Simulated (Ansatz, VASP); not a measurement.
## Cross-check of SiC between VASP and Ansatz

Wanted: the spread between two codes on one cell, functional and k mesh. The cell is taken from a series of runs on this material, whose earlier steps may have relaxed, scaled, displaced or heated it; both programs get it as it stands.

Program: Ansatz 0.2.0. Level of theory: plane waves, with VASP 6.6.1 beside it; single point at PBE0, spin-orbit coupling. Results are calculated unless marked as measured.

## Step 1: The starting structure

Symmetry: P6_3mc, No. 186, hexagonal system. Conventional cell: a = 3.076 Å, b = 3.076 Å, c = 10.071 Å, α = 90.00°, β = 90.00°, γ = 120.00°. Nearest to Si lie 4 C at 1.88 to 1.89 Å. Nearest to C lie 4 Si at 1.88 to 1.89 Å. Nearest to C lie 4 Si at 1.88 to 1.89 Å. Farther neighbours are not listed.

## Step 2: VASP: single point, PBE0, spin-orbit coupling

With cell and atoms fixed, the geometry can't cause a difference; cores, projectors, grids and the points listed under the comparison can.

Lines of VASP's logs that name or quote its potential files are left out, and so is its time.

The run reads the wave functions of an earlier VASP run, which isn't shown here.

INCAR reads:

```
SYSTEM = SiC
PREC = Accurate
ENCUT = 520
EDIFF = 1E-06
NELM = 100
ISMEAR = -1
SIGMA = 0.02
LREAL = .FALSE.
ALGO = Normal
LHFCALC = .TRUE.
AEXX = 0.25
GGA = PE
LASPH = .TRUE.
LNONCOLLINEAR = .TRUE.
MAGMOM = 0 0 0 0 0 0 0 0 0 0 0 0 0 0 0 0 0 0 0 0 0 0 0 0
NBANDS = 48
GGA_COMPAT = .FALSE.
LSORBIT = .TRUE.
PRECFOCK = Fast
LORBIT = 11
LWAVE = .FALSE.
LCHARG = .FALSE.
KPAR = 8
NCORE = 2
ISIF = 2
```

POSCAR reads:

```
SiC
1.0
    3.0756941497      0.0000000000      0.0000000000
   -1.5378470748      2.6636292679      0.0000000000
    0.0000000000      0.0000000000     10.0706464800
Si C
4 4
Direct
    0.6666666700      0.3333333300      0.9378419800
    0.3333333300      0.6666666700      0.4378419800
    0.0000000000      0.0000000000      0.6878943800
    0.0000000000      0.0000000000      0.1878943800
    0.6666666700      0.3333333300      0.7498025900
    0.3333333300      0.6666666700      0.2498025900
    0.0000000000      0.0000000000      0.5004600500
    0.0000000000      0.0000000000      0.0004600500
```

KPOINTS reads:

```
Automatic mesh
0
Gamma
6 6 2
0 0 0
```

The projector-augmented-wave data sets are Si and C (PBE family, release 64).

Run with:

```bash
mpirun -np 16 vasp_ncl
```

Numbers of over 12 decimals in the logs are rounded to 6 here.

Log:

```text
[banner, memory and clock lines left out]
running   16 mpi-ranks, on    1 nodes
 distrk:  each k-point on    2 cores,    8 groups
 distr:  one band on    2 cores,    1 groups

 POSCAR found type information on POSCAR SiC
 POSCAR found :  2 types and       8 ions
 LDA part: xc-table for (Slater+PW92), standard interpolation
 found WAVECAR, reading the header
 POSCAR, INCAR and KPOINTS ok, starting setup
 FFT: planning ... GRIDC
 FFT: planning ... GRID_SOFT
 FFT: planning ... GRID
 reading WAVECAR
 the WAVECAR file was read successfully
 initial charge from wavefunction
 entering main loop
       N       E                     dE             d eps       ncg     rms          rms(c)
DAV:   1    -0.739105584735E+02   -0.73911E+02   -0.11457E+00  1352   0.664E+00    0.528E+00
DAV:   2    -0.739232853516E+02   -0.12727E-01   -0.36648E-02  1600   0.111E+00    0.388E+00
DAV:   3    -0.739213932890E+02    0.18921E-02   -0.12195E-03  1648   0.219E-01    0.227E+00
DAV:   4    -0.739206390532E+02    0.75424E-03   -0.36578E-04  1560   0.101E-01    0.131E+00
DAV:   5    -0.739204117140E+02    0.22734E-03   -0.12465E-04  1544   0.575E-02    0.744E-01
DAV:   6    -0.739203381810E+02    0.73533E-04   -0.27727E-05  1520   0.306E-02    0.422E-01
DAV:   7    -0.739203136814E+02    0.24500E-04   -0.82455E-06  1528   0.190E-02    0.241E-01
DAV:   8    -0.739203060645E+02    0.76169E-05   -0.28505E-06  1528   0.116E-02    0.137E-01
DAV:   9    -0.739203038631E+02    0.22014E-05   -0.80489E-07   928   0.652E-03    0.793E-02
DAV:  10    -0.739203033424E+02    0.52072E-06   -0.36304E-07   888   0.463E-03
   1 F= -.73920303E+02 E0= -.73920303E+02  d E =-.182992E-10  mag=     0.0000     0.0000     0.0000
```

OUTCAR, selected parts (step 2):

```text
ion  position               nearest neighbor table
   1  0.667  0.333  0.938-   8 1.88   8 1.88   8 1.88   5 1.89   3 3.08   3 3.08   3 3.08   4 3.08
                             4 3.08   4 3.08
   2  0.333  0.667  0.438-   7 1.88   7 1.88   7 1.88   6 1.89   4 3.08   4 3.08   4 3.08   3 3.08
                             3 3.08   3 3.08
   3  0.000  0.000  0.688-   5 1.88   5 1.88   5 1.88   7 1.89   1 3.08   1 3.08   1 3.08   2 3.08
                             2 3.08   2 3.08
   4  0.000  0.000  0.188-   6 1.88   6 1.88   6 1.88   8 1.89   2 3.08   2 3.08   2 3.08   1 3.08
                             1 3.08   1 3.08
   5  0.667  0.333  0.750-   3 1.88   3 1.88   3 1.88   1 1.89
   6  0.333  0.667  0.250-   4 1.88   4 1.88   4 1.88   2 1.89
   7  0.000  0.000  0.500-   2 1.88   2 1.88   2 1.88   3 1.89
   8  0.000  0.000  0.000-   1 1.88   1 1.88   1 1.88   4 1.89

  LATTYP: Found a hexagonal cell.
 ALAT       =     3.0756941497
 C/A-ratio  =     3.2742678530

 Subroutine GETGRP returns: Found 12 space group operations
 (whereof  6 operations were pure point group operations)

The static configuration has the point symmetry C_3v.
 The point group associated with its full space group is C_6v.

 Found     14 irreducible k-points:

   k-points           NKPTS =     14   k-points in BZ     NKDIM =     72   number of bands    NBANDS=     48

   dimension x,y,z NGX =    24 NGY =   24 NGZ =   80
   dimension x,y,z NGXF=    48 NGYF=   48 NGZF=  160

   ENCUT  =  520.0 eV  38.22 Ry    6.18 a.u.   5.72  5.72 18.72*2*pi/ulx,y,z

   NELECT =      32.0000    total number of electrons

 k-points in reciprocal lattice and weights: Automatic mesh
   0.00000000  0.00000000  0.00000000       0.014
   0.16666667 -0.00000000  0.00000000       0.083
   0.33333333  0.00000000  0.00000000       0.083
   0.50000000  0.00000000  0.00000000       0.042
   0.16666667  0.16666667  0.00000000       0.083
   0.33333333  0.16666667  0.00000000       0.167
   0.33333333  0.33333333  0.00000000       0.028
   0.00000000  0.00000000  0.50000000       0.014
   0.16666667 -0.00000000  0.50000000       0.083
[...]
0.33333333  0.16666667  0.50000000       0.167
   0.33333333  0.33333333  0.50000000       0.028

  exchange ACFDT corr.  =         0.00000000  see jH, gK, PRB 81, 115126

 average (electrostatic) potential at core
       1 -76.2702       2 -76.2702       3 -76.2269       4 -76.2269       5 -40.4372
       6 -40.4372       7 -40.4979       8 -40.4979

 E-fermi :   7.6422

 k-point     1 :       0.0000    0.0000    0.0000
  band No.  band energies     occupation
    ...
     28       7.1726      1.00000
     29       7.2158      1.00000
     30       7.2158      1.00000
     31       7.2251      1.00000
     32       7.2251      1.00000
     33      14.2800      0.00000
     34      14.2800      0.00000
     35      14.8885      0.00000
     36      14.8885      0.00000
     37      15.5625      0.00000
    ...

 k-point     2 :       0.1667   -0.0000    0.0000
  band No.  band energies     occupation
    ...
     28       5.9339      1.00000
     29       6.8090      1.00000
     30       6.8142      1.00000
     31       6.9467      1.00000
     32       6.9469      1.00000
     33      13.8638      0.00000
     34      13.8678      0.00000
     35      14.6035      0.00000
     36      14.6051      0.00000
     37      14.8964      0.00000
    ...

 k-point     3 :       0.3333    0.0000    0.0000
  band No.  band energies     occupation
    ...
     28       4.9882      1.00000
     29       5.7467      1.00000
     30       5.7502      1.00000
     31       6.2858      1.00000
     32       6.2859      1.00000
     33      11.9586      0.00000
     34      11.9606      0.00000
     35      12.2040      0.00000
     36      12.2069      0.00000
     37      13.6092      0.00000
    ...

  Total       -0.6210106     -0.6210106     -0.7843705     -0.0000000      0.0000000      0.0000000
  in kB      -12.0596673    -12.0596673    -15.2320211     -0.0000000      0.0000000      0.0000000
  external PRESSURE =     -13.1171186 kB  Pullay stress =       0.0000000 kB

  energy-cutoff  :      520.00
  volume of cell :       82.50
      direct lattice vectors                 reciprocal lattice vectors
     3.075694150  0.000000000  0.000000000     0.325129857  0.187713811  0.000000000
    -1.537847075  2.663629268  0.000000000     0.000000000  0.375427621  0.000000000
     0.000000000  0.000000000 10.070646480     0.000000000  0.000000000  0.099298491

 POSITION                                       TOTAL-FORCE (eV/Angst)
 -----------------------------------------------------------------------------------
      1.53785      0.88788      9.44468        -0.000000      0.000000      0.005344
     -0.00000      1.77575      4.40935         0.000000     -0.000000      0.005344
      0.00000      0.00000      6.92754         0.000000      0.000000      0.012260
      0.00000      0.00000      1.89222        -0.000000     -0.000000      0.012260
      1.53785      0.88788      7.55100        -0.000000      0.000000     -0.008267
     -0.00000      1.77575      2.51567         0.000000      0.000000     -0.008267
      0.00000      0.00000      5.03996         0.000000      0.000000     -0.009337
      0.00000      0.00000      0.00463         0.000000      0.000000     -0.009337
 -----------------------------------------------------------------------------------
    total drift:                                0.000000      0.000000      0.000008

  FREE ENERGIE OF THE ION-ELECTRON SYSTEM (eV)
  ---------------------------------------------------
  free  energy   TOTEN  =       -73.9203033424 eV

  energy  without entropy=      -73.9203033423  energy(sigma->0) =      -73.92030334

 Spin-Orbit-Coupling matrix elements
 Ion:    1  E_soc:     -0.0002672
 Ion:    2  E_soc:     -0.0002672
 Ion:    3  E_soc:     -0.0002670
 Ion:    4  E_soc:     -0.0002670
 Ion:    5  E_soc:     -0.0000166
 Ion:    6  E_soc:     -0.0000166
 Ion:    7  E_soc:     -0.0000168
 Ion:    8  E_soc:     -0.0000168

 total charge
# of ion       s       p       d       tot
------------------------------------------
    1        0.717   0.988   0.000   1.705
    2        0.717   0.988   0.000   1.705
    3        0.718   0.986   0.000   1.704
    4        0.718   0.986   0.000   1.704
    5        0.838   1.717   0.000   2.555
    6        0.838   1.717   0.000   2.555
    7        0.838   1.715   0.000   2.553
    8        0.838   1.715   0.000   2.553
--------------------------------------------------
tot          6.222  10.812   0.000  17.034

 magnetization (x)
# of ion       s       p       d       tot
------------------------------------------
    1        0.000   0.000   0.000   0.000
    2        0.000   0.000   0.000   0.000
    3       -0.000   0.000   0.000   0.000
    4        0.000   0.000   0.000   0.000
    5        0.000   0.000   0.000   0.000
    6        0.000  -0.000   0.000  -0.000
    7        0.000   0.000   0.000   0.000
    8       -0.000   0.000   0.000  -0.000
--------------------------------------------------
tot          0.000   0.000   0.000   0.000

 magnetization (y)
# of ion       s       p       d       tot
------------------------------------------
    1        0.000   0.000   0.000   0.000
    2        0.000   0.000   0.000   0.000
    3        0.000   0.000   0.000   0.000
    4       -0.000   0.000   0.000  -0.000
    5        0.000   0.000   0.000   0.000
    6        0.000   0.000   0.000   0.000
    7        0.000  -0.000   0.000  -0.000
    8        0.000  -0.000   0.000   0.000
--------------------------------------------------
tot          0.000  -0.000   0.000  -0.000

 magnetization (z)
# of ion       s       p       d       tot
------------------------------------------
    1        0.000   0.000   0.000   0.000
    2        0.000   0.000   0.000   0.000
    3        0.000   0.000   0.000   0.000
    4        0.000  -0.000   0.000  -0.000
    5        0.000   0.000   0.000   0.000
    6        0.000  -0.000   0.000  -0.000
    7        0.000   0.000   0.000   0.000
    8        0.000   0.000   0.000   0.000
--------------------------------------------------
tot          0.000   0.000   0.000   0.000

[... 3 further parts left out ...]
```

The run ends at a pressure of -1.31 GPa, with forces up to 0.012 eV/Å.

(Part 1 of 2 ends here.)

[Lines on the potential files, build, host, timing and source positions are cut from VASP's logs without a mark.]

[Logs are printed without paths, hosts, clocks, repeated set-up lines and the standing remarks that a program may print on its own settings, such as how far it seeks lower states.]

[Hosts, paths, dates, database ids (printed as entryN), source tags and the programs' standing remarks are cut or masked in the printed files.]
